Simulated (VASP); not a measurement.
VASP ran on this input.

**POSCAR**
```
HgI2
7.5386480
  0.0000000000   0.4999999912   0.4999999912
  0.4999999912   0.0000000000   0.4999999912
  0.4999999912   0.4999999912   0.0000000000
Hg I
1 2
Direct
  1.0000000000   0.0000000000   1.0000000000
  0.2500000000   0.2500000000   0.2500000000
  0.7500000000   0.7500000000   0.7500000000
```

**KPOINTS**
```
K-points
0
G
  8 8 8
0 0 0
```

INCAR:
```
# general
SYSTEM   =  HgI2
PREC     =  Accurate
ENCUT    =  400   # plane-wave cut-off (eV)
LREAL    =  .FALSE.
LASPH    =  .TRUE.

# electronic loop
EDIFF    =  1E-7
NELM     =  100   # most electronic steps
ALGO     =  Normal   # blocked Davidson
LMAXMIX  =  6

# smearing
ISMEAR   =  -5   # tetrahedra, Bloechl

# functional
GGA      =  PS   # PBEsol

# ions
ISIF     =  2

# output
LWAVE    =  .FALSE.
LCHARG   =  .TRUE.
LORBIT   =  11   # lm-projected
NEDOS    =  601   # DOS grid

# other
LEFG     =  .TRUE.
```

POTCAR, in this order: Hg I (PBE.64 set). Program: vasp_std.

Translate this PBEsol calculation to Ansatz.

One equivalent input (not run):
Ansatz 0.2 input:
```yaml
crystal:
  lattice:
    - [0.0000000, 3.7693239, 3.7693239]
    - [3.7693239, 0.0000000, 3.7693239]
    - [3.7693239, 3.7693239, 0.0000000]
  atoms:
    - { symbol: Hg, position: [1.0000000, 0.0000000, 1.0000000] }
    - { symbol: I, position: [0.2500000, 0.2500000, 0.2500000] }
    - { symbol: I, position: [0.7500000, 0.7500000, 0.7500000] }
kpoints:
  mp_grid: { grid: [8, 8, 8] }
hamiltonian:
  xc: pbesol
  pseudopotentials: { kind: paw }
scf:
  occupations: { method: tetrahedron }
  max_iter: 100
output: { forces: true, stress: true, eigenvalues: true }
```
What does not carry over: each code has its own PAW files, so the cut-off isn't converted (ENCUT is set for VASP's; basis.ecutwfc is left out, and Ansatz then takes the one that its files recommend); Ansatz stops its SCF on the density residual and VASP on the energy change (EDIFF); the field gradients of LEFG aren't asked of the other code.

The structure was generated: HgI2 was put into the fluorite type (Fm-3m), which need not be its known phase. It was relaxed first, which changed the volume by +17 %.
